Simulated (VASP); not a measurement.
Computed with r2SCAN meta-GGA, VASP's PBE PAW potentials (set 64) (plane waves; VASP 6.6.1).

Input for VASP

INCAR:
```
# general
SYSTEM =CoGa
PREC   =Accurate
ENCUT  =480
LREAL  =.False.
LASPH  =.True.

# electronic loop
EDIFF  =1E-7
NELM   =100
ALGO   =Normal
LMAXMIX=4
LMIXTAU=.True.

# smearing
ISMEAR =1
SIGMA  =0.1

# functional
METAGGA=R2SCAN

# ions
ISIF   =2

# output
LWAVE  =.False.
LCHARG =.False.
```

File POSCAR:
```
CoGa
5.6835810
  0.4999999605   0.0000000000   0.0000000000
  0.0000000000   0.4999999605   0.0000000000
  0.0000000000   0.0000000000   0.4999999605
Ga Co
1 1
Direct
  0.5000000000   0.5000000000   0.5000000000
  0.0000000000   0.0000000000   0.0000000000
```

**KPOINTS**
```
Automatic mesh
0
Gamma
12 12 12
0 0 0
```

POTCAR, in this order: Ga_d Co (PBE.64 set). Program: vasp_std.

The run wrote:

File OSZICAR:
```
       N       E                     dE             d eps       ncg     rms          rms(c)
DAV:   1     0.794167905380E+02    0.79417E+02   -0.10675E+04  2680   0.258E+03
DAV:   2    -0.238723694060E+02   -0.10329E+03   -0.10111E+03  2625   0.354E+02
DAV:   3    -0.285821522452E+02   -0.47098E+01   -0.46938E+01  3031   0.822E+01
DAV:   4    -0.286569145440E+02   -0.74762E-01   -0.74750E-01  3480   0.932E+00
DAV:   5    -0.286584984159E+02   -0.15839E-02   -0.15839E-02  3138   0.119E+00    0.112E+01
DAV:   6    -0.280696627467E+02    0.58884E+00   -0.36211E+01  2718   0.864E+01    0.145E+01
DAV:   7    -0.249963830616E+02    0.30733E+01   -0.12480E+01  2618   0.546E+01    0.128E+00
DAV:   8    -0.250858077307E+02   -0.89425E-01   -0.62354E-01  3371   0.918E+00    0.188E+00
DAV:   9    -0.250450102628E+02    0.40797E-01   -0.26830E-01  2766   0.774E+00    0.416E-01
DAV:  10    -0.250468140170E+02   -0.18038E-02   -0.75602E-03  2841   0.102E+00    0.378E-01
DAV:  11    -0.250453533131E+02    0.14607E-02   -0.55966E-03  3396   0.943E-01    0.905E-02
DAV:  12    -0.250462539498E+02   -0.90064E-03   -0.10412E-03  2627   0.400E-01    0.312E-02
DAV:  13    -0.250463055681E+02   -0.51618E-04   -0.76105E-05  2903   0.864E-02    0.136E-02
DAV:  14    -0.250463012405E+02    0.43277E-05   -0.34494E-05  2887   0.850E-02    0.597E-03
DAV:  15    -0.250463052424E+02   -0.40019E-05   -0.45936E-06  2833   0.342E-02    0.147E-03
DAV:  16    -0.250463056677E+02   -0.42530E-06   -0.26068E-07  3141   0.489E-03    0.100E-03
DAV:  17    -0.250463055942E+02    0.73479E-07   -0.26704E-08  1435   0.234E-03
   1 F= -.25046306E+02 E0= -.25046653E+02  d E =0.104080E-02
```

### OUTCAR
```
------------------------ aborting loop because EDIFF is reached ----------------------------------------
  FORCE on cell =-STRESS in cart. coord.  units (eV):
  Direction    XX          YY          ZZ          XY          YZ          ZX
  --------------------------------------------------------------------------------------
  Total        0.0741619      0.0741619      0.0741619      0.0000000     -0.0000000      0.0000000
  in kB        5.1774463      5.1774463      5.1774463      0.0000000     -0.0000000      0.0000000
  external PRESSURE =       5.1774463 kB  Pullay stress =       0.0000000 kB
  volume of cell :       22.95
      direct lattice vectors                 reciprocal lattice vectors
     2.841790275  0.000000000  0.000000000     0.351890852  0.000000000  0.000000000
     0.000000000  2.841790275  0.000000000     0.000000000  0.351890852  0.000000000
     0.000000000  0.000000000  2.841790275     0.000000000  0.000000000  0.351890852
 POSITION                                       TOTAL-FORCE (eV/Angst)
 -----------------------------------------------------------------------------------
      1.42090      1.42090      1.42090         0.000000      0.000000      0.000000
      0.00000      0.00000      0.00000         0.000000      0.000000      0.000000
 -----------------------------------------------------------------------------------
    total drift:                               -0.000000      0.000000     -0.000000
  FREE ENERGIE OF THE ION-ELECTRON SYSTEM (eV)
  ---------------------------------------------------
  free  energy   TOTEN  =       -25.0463055942 eV

  energy  without entropy=      -25.0473463969  energy(sigma->0) =      -25.04665253
```
(Selected blocks of OUTCAR.)

File OUTCAR:
```
 val. band max:       10.2629372715   @ k =   0.5000   0.3333   0.0833

 cond. band min:      10.3171108303   @ k =   0.5000   0.2500   0.0000


 Fermi energy:        10.2787980188

 k-point     1 :       0.0000    0.0000    0.0000
  band No.  band energies     occupation
      1      -5.6110      2.00000
      2      -5.6110      2.00000
      3      -5.2032      2.00000
      4      -5.2032      2.00000
      5      -5.2032      2.00000
      6      -2.8269      2.00000
      7       7.4376      2.00000
      8       7.4376      2.00000
      9       9.2724      2.00000
     10       9.2724      2.00000
     11       9.2724      2.00000
     12      15.8229      0.00000
     13      15.8229      0.00000
     14      15.8229      0.00000
     15      21.7408      0.00000

 k-point     2 :       0.0833    0.0000    0.0000
  band No.  band energies     occupation
      1      -5.6064      2.00000
      2      -5.5902      2.00000
      3      -5.2109      2.00000
      4      -5.2109      2.00000
      5      -5.2015      2.00000
      6      -2.6852      2.00000
      7       7.4069      2.00000
      8       7.4539      2.00000
      9       9.1781      2.00000
     10       9.1781      2.00000
     11       9.2725      2.00000
     12      14.7779      0.00000
     13      16.0723      0.00000
     14      16.0723      0.00000
     15      21.7662      0.00000

 k-point     3 :       0.1667    0.0000    0.0000
  band No.  band energies     occupation
      1      -5.5940      2.00000
      2      -5.5353      2.00000
      3      -5.2317      2.00000
      4      -5.2317      2.00000
      5      -5.1966      2.00000
      6      -2.2592      2.00000
      7       7.2324      2.00000
      8       7.4993      2.00000
      9       8.9419      2.00000
     10       8.9419      2.00000
     11       9.2730      2.00000
     12      12.9115      0.00000
     13      16.7745      0.00000
     14      16.7745      0.00000
     15      21.8425      0.00000
...
```

The compound is CoGa in the CsCl type structure. It was relaxed first. The run is not spin-polarised, so no magnetic state was tried.
